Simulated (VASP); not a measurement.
A VASP calculation is set up with these files.

### INCAR
```
SYSTEM = WSb
PREC = Accurate
ENCUT = 400
EDIFF = 1E-6
NELM = 100
ALGO = Normal
LREAL = .FALSE.
LASPH = .TRUE.
ISMEAR = 1
SIGMA = 0.1
GGA = PS
LMAXMIX = 6
LWAVE = .FALSE.
LCHARG = .FALSE.
IBRION = 2
ISIF = 3
NSW = 60
EDIFFG = -0.01
```

KPOINTS:
```
Automatic
0
Gamma
9 9 9
0 0 0
```

File POSCAR:
```
WSb
1
    3.9130000000     0.0000000000     0.0000000000
    0.0000000000     3.9130000000     0.0000000000
    0.0000000000     0.0000000000     3.9130000000
W Sb
1 1
Direct
  0.0000000000   0.0000000000   0.0000000000
  0.5000000000   0.5000000000   0.5000000000
```

POTCAR, in this order: W_sv Sb (PBE.64 set). Program: vasp_std.

**Question.** Translate this PBEsol calculation to Quantum ESPRESSO's pw.x.

**Answer.** One equivalent input (not run):
```
&CONTROL
  calculation = 'vc-relax'
  pseudo_dir = './pseudo'
  outdir = './out'
  tprnfor = .true.
  tstress = .true.
  nstep = 60
  forc_conv_thr = 0.00039
/
&SYSTEM
  ibrav = 0
  nat = 2
  ntyp = 2
  ecutwfc = 80
  occupations = 'smearing'
  smearing = 'methfessel-paxton'
  degauss = 0.00735
  input_dft = 'pbesol'
/
&ELECTRONS
  conv_thr = 7.3e-08
  electron_maxstep = 100
/
&IONS
/
&CELL
/
ATOMIC_SPECIES
  W 183.840 W.upf
  Sb 121.760 Sb.upf
CELL_PARAMETERS angstrom
     3.9130000    0.0000000    0.0000000
     0.0000000    3.9130000    0.0000000
     0.0000000    0.0000000    3.9130000
ATOMIC_POSITIONS crystal
  W    0.0000000  0.0000000  0.0000000
  Sb   0.5000000  0.5000000  0.5000000
K_POINTS automatic
  9 9 9 0 0 0
```
The two are equivalent in intent, not identical: the potentials are each code's own (VASP's PAW set, PseudoDojo norm-conserving files in pw.x), so ENCUT and ecutwfc are chosen apart and not converted; conv_thr bounds pw.x's estimated SCF error, while EDIFF bounds the energy change between steps; forc_conv_thr acts on force components and is met together with etot_conv_thr.

The structure was generated: WSb was put into the CsCl type type (Pm-3m), which need not be its known phase. This run relaxes it. Symmetry was kept, so distortions that lower it aren't found.
